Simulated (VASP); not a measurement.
These are PBE GGA, VASP's PBE PAW potentials (set 64) (plane waves; VASP 6.6.1) values and carry that method's errors.

The input files of a VASP run:

KPOINTS:
```
Automatic
0
gamma
10 10 10
0 0 0
```

### INCAR
```
SYSTEM = InAs
PREC = Accurate
ENCUT = 480
EDIFF = 1E-7
NELM = 100
ALGO = Normal
LREAL = .FALSE.
LASPH = .TRUE.
ISMEAR = 1
SIGMA = 0.1
GGA = PE
LMAXMIX = 4
LWAVE = .FALSE.
LCHARG = .FALSE.
ISIF = 2
```

### POSCAR
```
InAs
1
    0.0000000000     3.0929167403     3.0929167403
    3.0929167403     0.0000000000     3.0929167403
    3.0929167403     3.0929167403     0.0000000000
In As
1 1
Direct
  0.0000000000   0.0000000000   0.0000000000
  0.2500000000   0.2500000000   0.2500000000
```

POTCAR, in this order: In_d As (PBE.64 set). Program: vasp_std.

Unless said otherwise, spin-orbit coupling is left out, though it shifts the bands of the heavy elements here.

**Question.** Predict the energy per atom (σ→0), band gap (on the k-mesh).

**Answer.** 
```
Quantity                                                    Result
------------------------  ----------------------------------------
energy per atom (σ→0)                               -3.860 eV/atom
band gap (on the k-mesh)  none (metal, semimetal or under 0.01 eV)
```

OSZICAR:
```
...
DAV:  10    -0.771904205660E+01   -0.11353E-03   -0.16454E-04  1628   0.157E-01    0.708E-02
DAV:  11    -0.771908611843E+01   -0.44062E-04   -0.15328E-04  1297   0.131E-01    0.549E-02
DAV:  12    -0.771908808470E+01   -0.19663E-05   -0.10520E-05  1282   0.266E-02    0.157E-02
DAV:  13    -0.771908833363E+01   -0.24892E-06   -0.19728E-06  1532   0.909E-03    0.907E-03
DAV:  14    -0.771908857553E+01   -0.24190E-06   -0.15457E-07  1215   0.431E-03    0.299E-03
DAV:  15    -0.771908877630E+01   -0.20078E-06   -0.47084E-08   766   0.248E-03    0.670E-04
DAV:  16    -0.771908881601E+01   -0.39707E-07   -0.99593E-09   656   0.110E-03
   1 F= -.77190888E+01 E0= -.77191687E+01  d E =0.239520E-03
```

The compound is InAs in the zinc blende structure. It was relaxed first, which changed the volume by +6 %.
